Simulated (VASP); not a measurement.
Ba3SbP, 5 atoms in the cell. The structure is cubic, space group Pm-3m (No. 221). Conventional cell: a = 6.113 Å, b = 6.113 Å, c = 6.113 Å, α = 90.00°, β = 90.00°, γ = 90.00°. Ba (site symmetry 4/mmm) is surrounded by 2 P at 3.06 Å. Sb (site symmetry m-3m) has 12 Ba at 4.32 Å as nearest neighbours. Around P (site symmetry m-3m) lie 6 Ba at 3.06 Å. The cell comes from a database or a generator and needn't be the stable form of this composition.

```yaml
Program: VASP 6.6.1
Task: single point
Functional: LDA
Potentials_or_basis: VASP PAW LDA potentials, release 64 (Ba_sv, Sb, P)
Cutoff: 520 eV
k_mesh: 2 × 2 × 2
Occupations: gaussian, width 0.01 eV
Spin: no spin polarisation
Dipole_correction: no
Further_INCAR_settings: ALGO = Normal; EDIFF = 1e-06; NBANDS = 28
```

Potentials or basis: VASP PAW LDA potentials, release 64 (Ba_sv, Sb, P).

Launch:

```bash
$ cat potpaw_LDA.64/Ba_sv/POTCAR potpaw_LDA.64/Sb/POTCAR potpaw_LDA.64/P/POTCAR > POTCAR
$ mpirun -np 1 vasp_std > vasp.out
```

Hardware: 1 thread of Intel(R) Xeon(R) 6975P-C (Granite Rapids), on a shared host.

Task: How long does it take, and how much memory?

Result: Wall time 19 s on 1 thread of Intel(R) Xeon(R) 6975P-C (Granite Rapids) (shared host), peak memory 0.25 GiB. Counts: scf iterations 14, k points 4.
